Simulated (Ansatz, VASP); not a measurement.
# Ir12O (Ir(111)) in two plane-wave programs, part 2 of 2

One calculation is typed for both programs; each brings its own data sets. How far apart do they land?  Valence electrons are named where the data sets of a main pair hold unlike numbers.

VASP 6.6.1 and Ansatz 0.2.0.

So far: The structure; Ansatz: single point, RPBE.

## 3. VASP: single point, RPBE

Level of this step: RPBE, no spin polarisation; plane waves and PAW (Ir, O) (VASP).

The same cell, functional, mesh and smearing now go to VASP, with its own data sets.

Lines of VASP's logs that name or quote its potential files are left out, and so is its time.

File INCAR:

```
SYSTEM = Ir12O
PREC = Normal
ENCUT = 440
EDIFF = 1E-06
NELM = 120
ISMEAR = 1
SIGMA = 0.15
LREAL = Auto
ALGO = Fast
GGA = RP
NBANDS = 70
LASPH = .TRUE.
LORBIT = 11
LWAVE = .FALSE.
LCHARG = .FALSE.
KPAR = 4
IDIPOL = 3
LDIPOL = .TRUE.
DIPOL = 0.5 0.5 0.512
LVHAR = .TRUE.
LVACPOTAV = .TRUE.
NEDOS = 1500
```

File POSCAR:

```
Ir12O
1.0
    5.4979375885      0.0000000000      0.0000000000
    2.7489687943      4.7613536201      0.0000000000
    0.0000000000      0.0000000000     19.4890472432
Ir O
12 1
Selective dynamics
Direct
    0.1666666700      0.1666666700      0.3848315400  F F F
    0.6666666700      0.1666666700      0.3848315400  F F F
    0.1666666700      0.6666666700      0.3848315400  F F F
    0.6666666700      0.6666666700      0.3848315400  F F F
    0.8331910904      0.3334044498      0.4961825190  T T T
    0.3334044498      0.3334044498      0.4961825190  T T T
    0.8333333300      0.8333333300      0.4996725445  T T T
    0.3334044498      0.8331910904      0.4961825190  T T T
    0.9990304373      0.9990304373      0.6112217724  T T T
    0.5019391254      0.9990304373      0.6112217724  T T T
    0.9990304373      0.5019391254      0.6112217724  T T T
    0.5000000000      0.5000000000      0.6077815678  T T T
    0.1666666700      0.1666666700      0.6806418687  T T T
```

File KPOINTS:

```
Automatic mesh
0
Gamma
6 6 1
0 0 0
```

PAW data sets: Ir and O (PBE family, release 64).

Command:

```
> mpirun -np 4 vasp_std
```

Numbers of over 12 decimals in the logs are rounded to 6 here.

The program printed:

```text
[banner, memory and clock lines left out]
running    4 mpi-ranks, on    1 nodes
 distrk:  each k-point on    1 cores,    4 groups
 distr:  one band on    1 cores,    1 groups

 POSCAR found type information on POSCAR IrO
 POSCAR found :  2 types and      13 ions
|                                                                             |
|               ----> ADVICE to this user running VASP <----                  |
|                                                                             |
|     You enforced a specific xc type in the INCAR file but a different       |
|     [... a line on the potential file left out ...]
|     I HOPE YOU KNOW WHAT YOU ARE DOING!                                     |
|                                                                             |

 LDA part: xc-table for (Slater+PW92), standard interpolation
 POSCAR, INCAR and KPOINTS ok, starting setup
 FFT: planning ... GRIDC
 FFT: planning ... GRID_SOFT
 FFT: planning ... GRID
 WAVECAR not read
 entering main loop
       N       E                     dE             d eps       ncg     rms          rms(c)
DAV:   1     0.104611347850E+04    0.10461E+04   -0.42581E+04   980   0.123E+03
DAV:   2     0.231743193603E+02   -0.10229E+04   -0.95052E+03  1010   0.410E+02
DAV:   3    -0.968348995438E+02   -0.12001E+03   -0.11189E+03  1410   0.123E+02
DAV:   4    -0.105356332528E+03   -0.85214E+01   -0.79621E+01  1368   0.318E+01
DAV:   5    -0.105694315956E+03   -0.33798E+00   -0.32721E+00  1408   0.565E+00    0.445E+01
RMM:   6    -0.993766841742E+02    0.63176E+01   -0.19732E+01  1051   0.228E+01    0.224E+01
RMM:   7    -0.106286506168E+03   -0.69098E+01   -0.22485E+01  1135   0.186E+01    0.278E+01
RMM:   8    -0.111547407849E+03   -0.52609E+01   -0.13062E+01  1178   0.157E+01    0.354E+01
RMM:   9    -0.985989788788E+02    0.12948E+02   -0.45128E+00  1106   0.930E+00    0.940E+00
RMM:  10    -0.983504580153E+02    0.24852E+00   -0.36303E+00  1095   0.804E+00    0.746E+00
RMM:  11    -0.978881227534E+02    0.46234E+00   -0.13263E+00  1129   0.519E+00    0.520E+00
RMM:  12    -0.977000983275E+02    0.18802E+00   -0.56265E-01  1321   0.225E+00    0.191E+00
RMM:  13    -0.976846008654E+02    0.15497E-01   -0.14744E-01  1175   0.152E+00    0.149E+00
RMM:  14    -0.976648045660E+02    0.19796E-01   -0.47962E-02  1208   0.920E-01    0.734E-01
[...]
RMM:  25    -0.976641361349E+02   -0.12640E-04   -0.21529E-06   674   0.498E-03    0.639E-03
RMM:  26    -0.976641535961E+02   -0.17461E-04   -0.28723E-06   718   0.500E-03    0.427E-03
RMM:  27    -0.976641606073E+02   -0.70112E-05   -0.93180E-07   635   0.313E-03    0.181E-03
RMM:  28    -0.976641647332E+02   -0.41259E-05   -0.43901E-07   567   0.234E-03    0.132E-03
RMM:  29    -0.976641667218E+02   -0.19886E-05   -0.29366E-07   566   0.196E-03    0.940E-04
RMM:  30    -0.976641688069E+02   -0.20850E-05   -0.14997E-07   413   0.145E-03    0.103E-03
RMM:  31    -0.976641704940E+02   -0.16871E-05   -0.91147E-08   366   0.122E-03    0.906E-04
RMM:  32    -0.976641714312E+02   -0.93716E-06   -0.46901E-08   316   0.108E-03
|                                                                             |
|           W    W    AA    RRRRR   N    N  II  N    N   GGGG   !!!           |
|           W    W   A  A   R    R  NN   N  II  NN   N  G    G  !!!           |
|           W    W  A    A  R    R  N N  N  II  N N  N  G       !!!           |
|           W WW W  AAAAAA  RRRRR   N  N N  II  N  N N  G  GGG   !            |
|           WW  WW  A    A  R   R   N   NN  II  N   NN  G    G                |
|           W    W  A    A  R    R  N    N  II  N    N   GGGG   !!!           |
|                                                                             |
|     Did not find any points to average over, which means that no vacuum     |
|     field-free region was found. Please increase the size of  your cell     |
|     in the dimension of the dipole correction to obtain accurate            |
|     workfunction values.                                                    |
|                                                                             |

   1 F= -.97664171E+02 E0= -.97670203E+02  d E =0.180953E-01
```

Parts of OUTCAR (step 3):

```text
ion  position               nearest neighbor table
   1  0.167  0.167  0.385-   6 2.69   5 2.69   8 2.69   2 2.75   2 2.75   4 2.75   4 2.75   3 2.75
                             3 2.75
   2  0.667  0.167  0.385-   5 2.69   6 2.69   7 2.74   1 2.75   1 2.75   3 2.75   3 2.75   4 2.75
                             4 2.75
   3  0.167  0.667  0.385-   8 2.69   6 2.69   7 2.74   4 2.75   4 2.75   2 2.75   2 2.75   1 2.75
                             1 2.75
   4  0.667  0.667  0.385-   8 2.69   5 2.69   7 2.74   3 2.75   3 2.75   1 2.75   1 2.75   2 2.75
                             2 2.75
   5  0.833  0.333  0.496-   2 2.69   4 2.69   1 2.69  12 2.69   6 2.75   8 2.75   9 2.75  11 2.75
                             7 2.75   7 2.75   6 2.75   8 2.75
   6  0.333  0.333  0.496-   2 2.69   3 2.69   1 2.69  12 2.69   5 2.75   8 2.75  11 2.75  10 2.75
                             7 2.75   7 2.75   5 2.75   8 2.75
   7  0.833  0.833  0.500-  10 2.69  11 2.69   9 2.69   4 2.74   3 2.74   2 2.74   8 2.75   8 2.75
                             6 2.75   6 2.75   5 2.75   5 2.75
   8  0.333  0.833  0.496-   3 2.69   4 2.69   1 2.69  12 2.69   5 2.75   6 2.75   9 2.75  10 2.75
                             7 2.75   7 2.75   5 2.75   6 2.75
   9  0.999  0.999  0.611-  13 2.09   7 2.69  10 2.73  11 2.73   8 2.75   5 2.75  12 2.75  12 2.75
                            10 2.76  11 2.76
  10  0.502  0.999  0.611-  13 2.09   7 2.69   9 2.73  11 2.73   6 2.75   8 2.75  12 2.75  12 2.75
                             9 2.76  11 2.76
  11  0.999  0.502  0.611-  13 2.09   7 2.69  10 2.73   9 2.73   6 2.75   5 2.75  12 2.75  12 2.75
                            10 2.76   9 2.76
  12  0.500  0.500  0.608-   5 2.69   8 2.69   6 2.69  11 2.75  11 2.75   9 2.75   9 2.75  10 2.75
                            10 2.75
  13  0.167  0.167  0.681-  10 2.09  11 2.09   9 2.09

  LATTYP: Found a hexagonal cell.
 ALAT       =     5.4979375886
 C/A-ratio  =     3.5447923752

 Subroutine GETGRP returns: Found  6 space group operations
 (whereof  2 operations were pure point group operations)

The static configuration has the point symmetry C_1h.
 The point group associated with its full space group is C_3v.

 Found      7 irreducible k-points:

   k-points           NKPTS =      7   k-points in BZ     NKDIM =      7   number of bands    NBANDS=     70

   dimension x,y,z NGX =    28 NGY =   28 NGZ =  100
   dimension x,y,z NGXF=    56 NGYF=   56 NGZF=  200

   ENCUT  =  440.0 eV  32.34 Ry    5.69 a.u.   9.40  9.40 33.33*2*pi/ulx,y,z

   NELECT =     114.0000    total number of electrons

 k-points in reciprocal lattice and weights: Automatic mesh
   0.00000000  0.00000000  0.00000000       0.028
   0.16666667  0.00000000  0.00000000       0.167
   0.33333333 -0.00000000  0.00000000       0.167
   0.50000000  0.00000000  0.00000000       0.083
   0.33333333  0.16666667  0.00000000       0.167
   0.50000000  0.16666667  0.00000000       0.333
  -0.33333333  0.33333333  0.00000000       0.056

 dipolmoment           0.000000      0.000000      0.059019 electrons x Angstroem

 average (electrostatic) potential at core
       1 -58.7512       2 -58.6987       3 -58.6987       4 -58.6987       5 -59.3691
       6 -59.3691       7 -59.0429       8 -59.3691       9 -58.9920      10 -58.9920
      11 -58.9920      12 -58.5867      13 -76.8204

 E-fermi :  -0.0590

 k-point     1 :       0.0000    0.0000    0.0000
  band No.  band energies     occupation
    ...
     46      -0.8843      2.00000
     47      -0.8842      2.00000
     48      -0.4190      2.00358
     49      -0.4190      2.00358
     50      -0.2858      2.05423
     51       0.2810     -0.00616
     52       0.2917     -0.00462
     53       0.2917     -0.00462
     54       0.3203     -0.00203
     55       0.5172     -0.00000
    ...

 k-point     2 :       0.1667    0.0000    0.0000
  band No.  band energies     occupation
    ...
     48      -0.8784      2.00000
     49      -0.5265      2.00010
     50      -0.4973      2.00029
     51      -0.2966      2.04766
     52      -0.2445      2.07087
     53       0.0518      0.05444
     54       0.1076     -0.06627
     55       0.1823     -0.04531
     56       0.2082     -0.03028
     57       0.2687     -0.00842
    ...

 k-point     3 :       0.3333   -0.0000    0.0000
  band No.  band energies     occupation
    ...
     55      -0.4389      2.00200
     56      -0.3713      2.01218
     57      -0.2875      2.05324
     58      -0.1866      2.00382
     59      -0.0713      1.13817
     60       0.0584      0.02886
     61       0.1279     -0.07078
     62       0.3524     -0.00073
     63       0.4908     -0.00000
     64       0.7089     -0.00000
    ...

  Total      -11.0677497    -11.0677497     -0.2311830     -0.0000000     -0.0000000      0.0000000
  in kB      -34.7575423    -34.7575423     -0.7260151     -0.0000000     -0.0000000      0.0000000
  external PRESSURE =     -23.4136999 kB  Pullay stress =       0.0000000 kB

  energy-cutoff  :      440.00
  volume of cell :      510.18
      direct lattice vectors                 reciprocal lattice vectors
     5.497937589  0.000000000  0.000000000     0.181886386 -0.105012154  0.000000000
     2.748968794  4.761353620  0.000000000     0.000000000  0.210024308  0.000000000
     0.000000000  0.000000000 19.489047243     0.000000000  0.000000000  0.051310872

 POSITION                                       TOTAL-FORCE (eV/Angst)
 -----------------------------------------------------------------------------------
      1.37448      0.79356      7.50000        -0.000000     -0.000000     -0.294596
      4.12345      0.79356      7.50000         0.000000      0.089785      0.075000
      2.74897      3.17424      7.50000         0.077756     -0.044893      0.075000
      5.49794      3.17424      7.50000        -0.077756     -0.044893      0.075000
      5.49735      1.58746      9.67012         0.011991     -0.006923      0.003948
      2.74956      1.58746      9.67012        -0.011991     -0.006923      0.003948
      6.87242      3.96779      9.73814        -0.000000     -0.000000      0.025939
      4.12345      3.96712      9.67012         0.000000      0.013846      0.003948
      8.23891      4.75674     11.91213        -0.001919     -0.001108      0.012398
      5.50593      4.75674     11.91213         0.001919     -0.001108      0.012398
      6.87242      2.38991     11.91213         0.000000      0.002216      0.012398
      4.12345      2.38068     11.84508        -0.000000     -0.000000     -0.021727
      1.37448      0.79356     13.26506        -0.000000     -0.000000      0.016344
 -----------------------------------------------------------------------------------
    total drift:                                0.000117      0.000067     -0.018531

  FREE ENERGIE OF THE ION-ELECTRON SYSTEM (eV)
  ---------------------------------------------------
  free  energy   TOTEN  =       -97.6641714312 eV

  energy  without entropy=      -97.6822666902  energy(sigma->0) =      -97.67020318

 vacuum level on the upper side and lower side of the slab         5.626         5.216

 total charge
# of ion       s       p       d       tot
------------------------------------------
    1        0.661   0.561   6.891   8.113
    2        0.655   0.558   6.887   8.100
    3        0.655   0.558   6.887   8.100
    4        0.655   0.558   6.887   8.100
    5        0.654   0.707   6.917   8.277
    6        0.654   0.707   6.917   8.277
    7        0.660   0.702   6.973   8.335
    8        0.654   0.707   6.917   8.277
    9        0.644   0.624   6.886   8.154
   10        0.644   0.624   6.886   8.154
   11        0.644   0.624   6.886   8.154
   12        0.649   0.544   6.951   8.143
   13        1.609   3.275   0.000   4.884
--------------------------------------------------
tot          9.436  10.746  82.886 103.068

[... 3 further parts left out ...]
```

This run has no spin polarisation, so a moment on Ir, if there is one, isn't seen. The PAW data sets were made with PBE, which is usual practice but a small mismatch for other functionals.

## 4. Differences

Known differences besides the potentials themselves: the data sets hold 210 valence electrons in Ansatz (on its default PAW (the set named soft_2) files) and 114 in VASP; the cutoff is 420 eV in Ansatz and 440 eV in VASP (PREC = Normal, projectors in real space); Ansatz makes its cores anew for this functional, VASP keeps those of its PBE data sets. Total energies have different zeros and are not compared.

Compared:

| quantity | Ansatz | VASP | difference |
| --- | --- | --- | --- |
| work function, lower of the two faces (eV) | 5.28 | 5.28 | 0.00 |
| work function, higher of the two faces (eV) | 5.66 | 5.68 | -0.02 |

Forces on 8 of the 13 atoms, those with the largest forces and the largest differences (eV/Å; atoms numbered as in POSCAR):

| atom | Ansatz x, y, z | VASP x, y, z |
| --- | --- | --- |
| Ir1 | 0.000, 0.000, -0.254 | 0.000, 0.000, -0.295 |
| Ir2 | 0.000, 0.089, 0.113 | 0.000, 0.090, 0.075 |
| Ir3 | 0.077, -0.045, 0.113 | 0.078, -0.045, 0.075 |
| Ir4 | -0.077, -0.045, 0.113 | -0.078, -0.045, 0.075 |
| Ir9 | 0.059, 0.034, 0.002 | -0.002, -0.001, 0.012 |
| Ir10 | -0.059, 0.034, 0.002 | 0.002, -0.001, 0.012 |
| Ir11 | 0.000, -0.068, 0.002 | 0.000, 0.002, 0.012 |
| O13 | 0.000, 0.000, -0.104 | 0.000, 0.000, 0.016 |

The forces differ by 30 meV/Å r.m.s., which is 52.6 % of the r.m.s. force of 0.058 eV/Å (both taken over all components, held atoms included). VASP's log warns that it found no field-free region in the vacuum, so its work functions are uncertain. With vacuum in the cell, a pressure given here is an average over mostly empty space and none of the material.

## 5. Further runs

Further runs change the set-up of one program: Ansatz's method, potentials or start, or VASP's data sets, cutoff or form of LDA. The table gives Ansatz less VASP for each quantity, since a change that brings one quantity closer may part another.

| run | r.m.s. force difference (meV/Å) | work function, lower of the two faces (eV) | work function, higher of the two faces (eV) |
| --- | --- | --- | --- |
| as above | 30 | 0 | -0.020 |
| cores kept as stored | 30 | -1.0e-5 | -0.021 |
| norm-conserving potentials (cutoff 1240 eV) | 32 | 0.0015 | -1.0e-3 |

## 6. Summary of results

```json
{"r.m.s. force difference (single point, RPBE)": "30 meV/Å"}
```

What this shows: The r.m.s. force difference is 30 meV/Å (single point, RPBE), beyond the 12 meV/Å picked in this series as the mark of a large difference. The data sets hold unlike numbers of valence electrons (210 in Ansatz and 114 in VASP), so part of the differences comes from the potentials. Single point, RPBE, cores kept as stored: the difference in work function, lower of the two faces goes from 0 to -1.0e-5 eV. Single point, RPBE, norm-conserving potentials (cutoff 1240 eV): the difference in work function, lower of the two faces goes from 0 to 0.0015 eV; the difference in work function, higher of the two faces goes from -0.020 to -1.0e-3 eV. 1 further run of this series is not shown here. How closely two codes agree says nothing of how well the functional describes the real material.

[Lines on the potential files, build, host, timing and source positions are cut from VASP's logs without a mark.]

[Logs are printed without paths, hosts, clocks, repeated set-up lines and the standing remarks that a program may print on its own settings, such as how far it seeks lower states.]

[Hosts, paths, dates, database ids (printed as entryN), source tags and the programs' standing remarks are cut or masked in the printed files.]
